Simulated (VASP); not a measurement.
## NaLa: single point with PBE

NaLa:

```
Na La
1.0
     3.60625    0.00000    0.00000
    -1.80313    3.12310    0.00000
     0.00000    0.00000    6.48378
Na La
1 1
Direct
  0.00000 0.00000 0.00000
  0.33333 0.66667 0.50000
```

The cell comes from a database or a generator and needn't be the stable form of this composition.

```json
{
 "Program": "VASP 6.6.1",
 "Task": "single point",
 "Functional": "PBE",
 "Potentials or basis": "VASP PAW PBE potentials, release 64 (Na_pv, La)",
 "Cutoff": "520 eV",
 "k mesh": "7 × 7 × 4",
 "Occupations": "methfessel-paxton, width 0.1 eV",
 "Spin": "no spin polarisation",
 "Dipole correction": "no",
 "Further INCAR settings": "ALGO = Fast; EDIFF = 1e-07; NBANDS = 16"
}
```

| Item | Value |
| --- | --- |
| Pressure | -0.2 GPa |
| Band gap on the k mesh | none (metal or under the smearing width) |

Stress tensor (GPa, compression positive):
```
-0.37  0.00  0.00
 0.00 -0.37  0.00
 0.00  0.00  0.15
```

Levels at points of the mesh, in eV from the Fermi level:
```
           k point  band 7  band 8  band 9  band 10  band 11  band 12
(0.00, 0.00, 0.00)  -16.09   -3.30   -1.25     0.73     1.06     1.62
(0.00, 0.00, 0.50)  -16.09   -2.37   -2.07    -0.01     1.06     1.33
```

Wall time 85 s on 1 thread of Intel(R) Xeon(R) Platinum 8259CL CPU @ 2.50GHz (Skylake/Cascade Lake), on a shared host, peak memory 0.21 GiB.

Spin-orbit coupling is left out, which matters for the levels of La.
